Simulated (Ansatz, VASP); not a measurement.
# In17Se19 (Se_In) in two plane-wave programs

Aim: how closely do two programs agree when they are given the same cell, functional and k mesh? The structure shown is the end of the Ansatz relaxation below.

Calculated with Ansatz 0.2.0; plane waves, with VASP 6.6.1 beside it; single point at PBEsol.

### Step 1. Set-up

The cell holds 36 atoms: 17 In and 19 Se. Cell: a = 11.988 Å, b = 11.988 Å, c = 19.000 Å, α = 90.0°, β = 90.0°, γ = 120.0°. It derives from InSe (InSe monolayer (from P-6m2)), repeated 3×3×1. Vacuum lies along c. Nearest the centre at fractional (0.333, 0.333, 0.427): Se26 at 0.50 Å, Se19 at 2.59 Å, Se28 at 2.59 Å, Se21 at 2.59 Å, In9 at 3.13 Å, In8 at 3.97 Å, In2 at 3.97 Å, In15 at 3.97 Å.

### Step 2. Ansatz: relaxation, PBEsol

Ansatz runs on its PAW soft_1 files.

This run makes the geometry at which the two programs are then compared.

input.yaml

```yaml
crystal:
  lattice:
    - [11.98819588, 8.6e-07, 0.0]
    - [-5.99409868, 10.38208175, 0.0]
    - [0.0, 0.0, 19.0]
  atoms:
    - { symbol: In, position: [0.0, 0.0, 0.57298239] }
    - { symbol: In, position: [0.0, 0.0, 0.42701761] }
    - { symbol: Se, position: [0.22222222, 0.11111111, 0.64051539] }
    - { symbol: Se, position: [0.22222222, 0.11111111, 0.35948461] }
    - { symbol: In, position: [0.0, 0.33333333, 0.57298239] }
    - { symbol: In, position: [0.0, 0.33333333, 0.42701761] }
    - { symbol: Se, position: [0.22222222, 0.44444444, 0.64051539] }
    - { symbol: Se, position: [0.22222222, 0.44444444, 0.35948461] }
    - { symbol: In, position: [0.0, 0.66666667, 0.57298239] }
    - { symbol: In, position: [0.0, 0.66666667, 0.42701761] }
    - { symbol: Se, position: [0.22222222, 0.77777778, 0.64051539] }
    - { symbol: Se, position: [0.22222222, 0.77777778, 0.35948461] }
    - { symbol: In, position: [0.33333333, 0.0, 0.57298239] }
    - { symbol: In, position: [0.33333333, 0.0, 0.42701761] }
    - { symbol: Se, position: [0.55555556, 0.11111111, 0.64051539] }
    - { symbol: Se, position: [0.55555556, 0.11111111, 0.35948461] }
    - { symbol: In, position: [0.33333333, 0.33333333, 0.57298239] }
    - { symbol: Se, position: [0.33333333, 0.33333333, 0.42701761] }
    - { symbol: Se, position: [0.55555556, 0.44444444, 0.64051539] }
    - { symbol: Se, position: [0.55555556, 0.44444444, 0.35948461] }
    - { symbol: In, position: [0.33333333, 0.66666667, 0.57298239] }
    - { symbol: In, position: [0.33333333, 0.66666667, 0.42701761] }
    - { symbol: Se, position: [0.55555556, 0.77777778, 0.64051539] }
    - { symbol: Se, position: [0.55555556, 0.77777778, 0.35948461] }
    - { symbol: In, position: [0.66666667, 0.0, 0.57298239] }
    - { symbol: In, position: [0.66666667, 0.0, 0.42701761] }
    - { symbol: Se, position: [0.88888889, 0.11111111, 0.64051539] }
    - { symbol: Se, position: [0.88888889, 0.11111111, 0.35948461] }
    - { symbol: In, position: [0.66666667, 0.33333333, 0.57298239] }
    - { symbol: In, position: [0.66666667, 0.33333333, 0.42701761] }
    - { symbol: Se, position: [0.88888889, 0.44444444, 0.64051539] }
    - { symbol: Se, position: [0.88888889, 0.44444444, 0.35948461] }
    - { symbol: In, position: [0.66666667, 0.66666667, 0.57298239] }
    - { symbol: In, position: [0.66666667, 0.66666667, 0.42701761] }
    - { symbol: Se, position: [0.88888889, 0.77777778, 0.64051539] }
    - { symbol: Se, position: [0.88888889, 0.77777778, 0.35948461] }
basis:
  ecutwfc: 420
  xc_grid: 2
hamiltonian:
  xc: pbesol
  pseudopotentials: { kind: paw, azcp: { folder: soft_1 }, xc_functional: pbe }
kpoints:
  mp_grid: { grid: [2, 2, 1] }
magnetization:
  spin_polarized: true
  initial_magnetization: 3
  spin_locking: { lock_magnetization: hard }
scf:
  occupations: { method: fermi_dirac, width: 0.01 }
  max_iter: 60
output:
  forces: true
relax:
  f_tol: 0.03
  max_steps: 80
  random_displacement: { amplitude: 0.05, seed: 797 }
```

The run is started by

```
$ ansatz run input.yaml --threads 32 --pin off --max-ram 84787MiB --backend cuda --events-out ev --progress --plain --runs-dir out --max-vram 78GiB
```

Numbers of over 12 decimals in the logs are rounded to 6 here.

What it wrote:

```text
[...]
Engine: ansatz 0.2.0, aarch64-unknown-linux-gnu
[...]
Pseudopotential: In, paw, valence charge 13, recommended cutoff 420 eV (normal), soft_1/In.paw.azcp
Pseudopotential: Se, paw, valence charge 16, recommended cutoff 420 eV (normal), soft_1/Se.paw.azcp
Functional definition: PBEsol
[...]
Crystal: 36 atoms, lattice volume = 2364.786 Å³
Basis set: ecut = 420 eV, 46077 PW (Γ), exchange–correlation on 162×162×256 points (8 copies of the dense FFT grid, shifted against one another)
Bands: 317, of which v1, the nominal top of the filled ones, is band 263 counted from 1 (262 counted from 0)
[...]
k-points: 4
[...]
Functional: x = pbesol(κ = 0.804, μ = 0.123457), c = pbesol(β = 0.046)
[...]
SCF iter  10: F=-197006.125787 eV  HF=-197006.125788 eV  |F-HF|=8.19e-7  |Δ(HF+E_count)|=   3.21e-6  Δρ=3.40e-6 (↑3.38e-6 ↓3.40e-6)  dr2=2.31e-6  dr2_m=6.70e-8  M=3.000 μB ∫|m|=3.132 μB  ethr=3.22e-9  [...]
SCF 1 converged in 10 iterations: F = -197006.125787 eV  dr2 = 2.31e-6
[...]
relax step   1: F+E_penalty+E_count = -197006.12578739 eV  Δ(F+E_penalty+E_count) = +0.000e0 eV  max|allowed force component| = 2.437e0 eV/Å  Δτ_max = 0.0000 Å  (10 SCF iters, dr2 threshold 2.25e-5 eV [...]
[...]
SCF 2 converged in 7 iterations: F = -197006.776334 eV  dr2 = 2.80e-6
[...]
SCF 6 converged in 7 iterations: F = -197006.949835 eV  dr2 = 2.07e-8
relax step   6: F+E_penalty+E_count = -197006.94983493 eV  Δ(F+E_penalty+E_count) = -1.306e-3 eV  max|allowed force component| = 7.611e-3 eV/Å  Δτ_max = 0.0119 Å  (7 SCF iters, accepted)
SCF converged after 7 iterations
[...]
--- Relaxed structure (6 steps of the walk, 6 accepted, 0 SCFs on fresh bases) ---
[...]
```

### Step 3. VASP: single point, PBEsol

The same cell, functional, mesh and smearing now go to VASP, with its own data sets.

Lines of VASP's logs that name or quote its potential files are left out, and so is its time.

INCAR

```
SYSTEM = In17Se19
PREC = Accurate
ENCUT = 400
EDIFF = 1E-06
NELM = 200
ISMEAR = -1
SIGMA = 0.01
LREAL = Auto
ALGO = Normal
GGA = PS
NBANDS = 194
ISPIN = 2
MAGMOM = 0 0 0 -0 -0 -0 0 0 0.04 0 -0 0 -0 0 0 0 0 0.04 0.33 0.04 0.33 0 0.02 0 -0 0.63 0.04 0.33 0 -0 0 -0 0 0.02 0 0.02
LORBIT = 11
LWAVE = .FALSE.
LCHARG = .FALSE.
ISIF = 2
NUPDOWN = 3
LASPH = .TRUE.
GGA_COMPAT = .FALSE.
```

POSCAR

```
In17Se19
1.0
   11.9881958814      0.0000008572      0.0000000000
   -5.9940986831     10.3820817502      0.0000000000
    0.0000000000      0.0000000000     19.0000000000
In Se
17 19
Direct
    0.9986000000      0.9997960000      0.5706100000
    0.0024700000      0.0016100000      0.4247600000
    0.9985900000      0.3327700000      0.5706300000
    0.0024700000      0.3347500000      0.4247900000
    0.0000616000      0.6669900000      0.5711600000
    0.0000744000      0.6670000000      0.4252100000
    0.3343100000      0.9998030000      0.5706000000
    0.3323100000      0.0016200000      0.4247500000
    0.3334100000      0.3336700000      0.5917200000
    0.3343400000      0.6685200000      0.5706300000
    0.3323100000      0.6645900000      0.4247800000
    0.6667500000      0.0003420000      0.5718400000
    0.6667300000      0.0003360000      0.4259100000
    0.6673000000      0.3327700000      0.5706100000
    0.6654600000      0.3347700000      0.4247600000
    0.6672900000      0.6685000000      0.5706200000
    0.6654400000      0.6645900000      0.4247700000
    0.2174900000      0.1018600000      0.6430600000
    0.2248200000      0.1164900000      0.3599600000
    0.2175200000      0.4495800000      0.6430600000
    0.2248400000      0.4422100000      0.3600200000
    0.2223300000      0.7781600000      0.6388700000
    0.2223600000      0.7781200000      0.3580800000
    0.5554100000      0.1116600000      0.6392600000
    0.5557000000      0.1113900000      0.3585500000
    0.3334400000      0.3335500000      0.4535300000
    0.5652200000      0.4495900000      0.6430600000
    0.5505600000      0.4422300000      0.3599800000
    0.5554400000      0.7777300000      0.6392900000
    0.5556900000      0.7782300000      0.3585700000
    0.8893700000      0.1116500000      0.6392800000
    0.8888400000      0.1113800000      0.3585700000
    0.8889300000      0.4447400000      0.6389000000
    0.8889500000      0.4447100000      0.3580800000
    0.8889400000      0.7781500000      0.6388700000
    0.8889200000      0.7781200000      0.3580700000
```

KPOINTS

```
Automatic mesh
0
Gamma
2 2 1
0 0 0
```

Potentials, in the order of the species: In_d and Se (PBE family, release 64).

The run is started by

```
$ export OMP_NUM_THREADS=3
$ mpirun -np 1 vasp_std
```

What it wrote:

```text
[banner, memory and clock lines left out]
running    1 mpi-ranks, on    1 nodes
[...]
Offloading initialized ...    1 GPUs detected
[...]
|                                                                             |
|               ----> ADVICE to this user running VASP <----                  |
|                                                                             |
|     You enforced a specific xc type in the INCAR file but a different       |
|     [... a line on the potential file left out ...]
|     I HOPE YOU KNOW WHAT YOU ARE DOING!                                     |
|                                                                             |

 LDA part: xc-table for (Slater+PW92), standard interpolation
 POSCAR, INCAR and KPOINTS ok, starting setup
[...]
entering main loop
       N       E                     dE             d eps       ncg     rms          rms(c)
DAV:   1     0.294412773290E+04    0.29441E+04   -0.12198E+05  3696   0.125E+03
DAV:   2     0.262573969872E+03   -0.26816E+04   -0.26292E+04  3544   0.347E+02
DAV:   3    -0.121895787080E+03   -0.38447E+03   -0.38134E+03  3816   0.175E+02
DAV:   4    -0.140862121064E+03   -0.18966E+02   -0.18827E+02  3656   0.401E+01
[...]
DAV:  25    -0.137791898142E+03   -0.40706E-05   -0.15996E-07  2064   0.101E-03    0.323E-04
DAV:  26    -0.137791899349E+03   -0.12065E-05   -0.75284E-08  1976   0.865E-04    0.200E-04
DAV:  27    -0.137791899904E+03   -0.55573E-06   -0.59288E-08  1944   0.681E-04
   1 F= -.13779190E+03 E0= -.13779190E+03  d E =-.472522E-10  mag=     3.0001
```

From OUTCAR (step 3):

```text
  Total        0.4181870      0.4463924      0.0899284      0.0147285     -0.0052083      0.0039700
  in kB        0.2833278      0.3024374      0.0609278      0.0099788     -0.0035287      0.0026897
  external PRESSURE =       0.2155643 kB  Pullay stress =       0.0000000 kB

 POSITION                                       TOTAL-FORCE (eV/Angst)
 -----------------------------------------------------------------------------------
      5.97854     10.37996     10.84159         0.000595      0.000662     -0.020072
      0.01996      0.01672      8.07044         0.002505      0.003090      0.018171
      9.97664      3.45485     10.84197        -0.000108      0.000171     -0.018800
     -1.97691      3.47540      8.07101         0.001989      0.001916      0.017325
     -3.99727      6.92474     10.85204         0.000509     -0.000852     -0.018587
     -3.99717      6.92485      8.07899         0.001278      0.000059      0.016588
     -1.98514     10.38004     10.84140         0.001906      0.001364     -0.020201
      3.97409      0.01682      8.07025        -0.002221      0.001527      0.018224
      1.99693      3.46419     11.24268        -0.000677      0.001109     -0.014560
      0.00096      6.94063     10.84197         0.001252      0.000483     -0.019644
      0.00018      6.89983      8.07082        -0.000146     -0.002712      0.017448
      7.99108      0.00355     10.86496        -0.002280      0.001160     -0.021334
      7.99088      0.00349      8.09229         0.000266     -0.001997      0.014301
      6.00507      3.45485     10.84159         0.000311     -0.000382     -0.019126
[...]
-----------------------------------------------------------------------------------
    total drift:                               -0.001647     -0.012240      0.014328

  FREE ENERGIE OF THE ION-ELECTRON SYSTEM (eV)
  ---------------------------------------------------
  free  energy   TOTEN  =      -137.7918999043 eV

  energy  without entropy=     -137.7918999042  energy(sigma->0) =     -137.79189990

 magnetization (x)
# of ion       s       p       d       tot
------------------------------------------
    1        0.001   0.000   0.000   0.001
    2       -0.001  -0.003   0.002  -0.001
    3        0.001   0.000   0.000   0.001
    4       -0.001  -0.003   0.002  -0.001
    5       -0.000  -0.000   0.000  -0.000
    6       -0.000  -0.001   0.000  -0.001
    7        0.001   0.000   0.000   0.001
    8       -0.001  -0.003   0.002  -0.001
    9        0.017   0.039   0.010   0.066
   10        0.001   0.000   0.000   0.001
   11       -0.001  -0.003   0.002  -0.001
   12        0.000   0.000  -0.000   0.000
   13       -0.000  -0.000  -0.000  -0.001
[...]
--------------------------------------------------
tot          0.109   1.654   0.046   1.809

[... 3 further parts left out ...]
[key lines of the parts left out:]
E-fermi :  -1.7042
```

### Step 4. Comparison

Known differences besides the potentials themselves: VASP starts from the moments at which Ansatz ended; the data sets hold 525 valence electrons in Ansatz (on its PAW soft_1 files) and 335 in VASP; the cutoff is 420 eV in Ansatz and 400 eV in VASP (PREC = Accurate, projectors in real space); Ansatz makes its cores anew for this functional, VASP keeps those of its PBE data sets; site moments are counted in spheres of each program's own size. Total energies have different zeros and are not compared.

The two programs side by side:

| quantity | Ansatz | VASP | difference |
| --- | --- | --- | --- |
| total moment, fixed by the input (μB) | 3.00 | 3.00 | 0.00 |
| moment on Se26 (μB) | 0.63 | 0.61 | +0.02 |
| moment on Se21 (μB) | 0.33 | 0.32 | +0.01 |
| moment on Se19 (μB) | 0.33 | 0.32 | +0.01 |
| moment on Se28 (μB) | 0.33 | 0.32 | +0.01 |
| moment on In9 (μB) | 0.04 | 0.07 | -0.03 |

At this near-relaxed geometry the largest component of a force difference is 24 meV/Å.

### Step 5. Summary of results

```yaml
difference_in_moment_on_in9_single_point_pbesol: -0.026 μB
r_m_s_force_difference_single_point_pbesol: 11 meV/Å
```

What this shows: The r.m.s. force difference is 11 meV/Å (single point, PBEsol), within the 12 meV/Å picked in this series as the mark of a large difference. The data sets hold unlike numbers of valence electrons (525 in Ansatz and 335 in VASP), so part of the differences comes from the potentials. How closely two codes agree says nothing of how well the functional describes the real material.

[Lines on the potential files, build, host, timing and source positions are cut from VASP's logs without a mark.]

[Logs are printed without paths, hosts, clocks, repeated set-up lines and the standing remarks that a program may print on its own settings, such as how far it seeks lower states.]

[Hosts, paths, dates, database ids (printed as entryN), source tags and the programs' standing remarks are cut or masked in the printed files.]
